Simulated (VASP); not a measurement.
```xyz
8
Lattice="4.7486 0.0000 0.0000 0.0000 4.7486 0.0000 0.0000 0.0000 4.7486" Properties=species:S:1:pos:R:3 pbc="T T T"
Si     0.7713     1.6030     3.1456
Si     1.6030     3.1456     0.7713
Si     3.1456     0.7713     1.6030
Si     3.9774     3.9774     3.9774
Ru     4.1341     2.9888     1.7598
Ru     2.9888     1.7598     4.1341
Ru     1.7598     4.1341     2.9888
Ru     0.6145     0.6145     0.6145
```

Level of theory: PBE GGA, VASP's PBE PAW potentials (set 64) (plane waves; VASP). Numerical set-up: 300 eV cut-off, 7×7×7 Γ-centred mesh, Fermi-Dirac smearing of 0.050 eV, potentials Si Ru_pv.

At this cut-off the stress carries a Pulay error, which pulls relaxed volumes low.

### Question
Which forces act on the atoms, in eV/Å?

### Answer

```
atom      Fx      Fy      Fz
----  ------  ------  ------
Si1    0.009  -0.009   0.009
Si2   -0.009   0.009   0.009
Si3    0.009   0.009  -0.009
Si4   -0.009  -0.009  -0.009
Ru5    0.036  -0.036   0.036
Ru6   -0.036   0.036   0.036
Ru7    0.036   0.036  -0.036
Ru8   -0.036  -0.036  -0.036
```

### Question
Give the stress tensor in GPa (positive for a compressed cell).

### Answer

```
-2.45   0.00   0.00
 0.00  -2.45   0.00
 0.00   0.00  -2.45
```
The pressure is its mean diagonal, -2.45 GPa.

The structure comes from a computed database's SiRu entry; how it stands against other phases isn't given here. The cell was not relaxed at this level.
